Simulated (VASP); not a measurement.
VASP runs on Sn (space group Fd-3m) share one base input (PBE GGA, plane waves, VASP's PBE PAW potentials (set 64)) and change the settings named in each case.

### INCAR
```
! general
SYSTEM   =  Sn
PREC     =  Accurate
ENCUT    =  300
LREAL    =  .FALSE.
LASPH    =  .TRUE.

! electronic loop
EDIFF    =  1E-6
NELM     =  100
ALGO     =  Normal
LMAXMIX  =  4

! smearing
ISMEAR   =  -1
SIGMA    =  0.05

! functional
GGA      =  PE

! ions
ISIF     =  2

! output
LWAVE    =  .FALSE.
LCHARG   =  .FALSE.
```

### KPOINTS
```
Automatic mesh
0
G
9 9 9
0 0 0
```

File POSCAR:
```
Sn
1
    0.0000000000     3.2445000000     3.2445000000
    3.2445000000     0.0000000000     3.2445000000
    3.2445000000     3.2445000000     0.0000000000
Sn
2
Direct
  0.0000000000   0.0000000000   0.0000000000
  0.2500000000   0.2500000000   0.2500000000
```

POTCAR, in this order: Sn_d (PBE.64 set). Program: vasp_std.

| change | E(σ→0) (eV/atom) | pressure (GPa) | −TS (eV) |
|---|---|---|---|
| base run | -3.8193 | 2.89 | -0.0018 |
| GGA removed, POTCAR Sn_d (LDA.64 set) | -4.4689 | (withheld) | (withheld) |
| GGA_COMPAT = .FALSE., LNONCOLLINEAR = .TRUE., LSORBIT = .TRUE., MAGMOM = 0.0 0.0 0.0 0.0 0.0 0.0, program vasp_ncl | -3.8761 | 3.00 | -0.0019 |
| KPOINTS 3×3×3 Γ-centred mesh | -3.5273 | 4.76 | -0.0177 |

Q: Some entries are withheld; supply them.

A: 
- GGA removed, POTCAR Sn_d (LDA.64 set), pressure (GPa): -0.59
- GGA removed, POTCAR Sn_d (LDA.64 set), −TS (eV): -0.0025

Energies of different potentials or functionals have different zeros.  Unless said otherwise, spin-orbit coupling is left out, though it shifts the bands of the heavy elements here. At 300 eV the pressure can carry a Pulay error.

Left out are runs that ran out of time, are held back, or changed the cell or the kind of run, fixed moments of cells without a moment, rows past the twelfth, gaps on odd meshes, pressures of charged cells and columns that move by less than the noise.

The structure is a typed Sn crystal (Fd-3m). The cell was not relaxed at this level.
